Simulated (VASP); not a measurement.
Consider the following.

```yaml
crystal:
  lattice:
    - [0.00000, 2.51051, 2.51051]
    - [2.51051, 0.00000, 2.51051]
    - [2.51051, 2.51051, 0.00000]
  atoms:
    - { symbol: Hf, position: [0.00000, 0.00000, 0.00000] }
    - { symbol: O, position: [0.25000, 0.25000, 0.25000] }
    - { symbol: O, position: [0.75000, 0.75000, 0.75000] }
```

All values below come from PBEsol GGA, VASP's PBE PAW potentials (set 64) (plane waves; VASP). Run with 520 eV cut-off, 8×8×8 Γ-centred mesh, Gaussian smearing of 0.050 eV, potentials Hf_pv O.

Unless said otherwise, spin-orbit coupling is left out, though it shifts the bands of the heavy elements here.

Predict the energy per atom (σ→0), band gap (on the k-mesh) with the smallest direct gap where there is one.

band gap (on the k-mesh): 3.75 eV
smallest direct gap (on the k-mesh): 3.75 eV
energy per atom (σ→0): -10.546 eV/atom

The absolute energy has meaning only against runs of the same code, potentials and settings.

The compound is HfO2 in the fluorite structure, the high-temperature cubic form, which is unstable at 0 K; the monoclinic form is the stable one. It was relaxed first. The start is the result of an earlier pass.
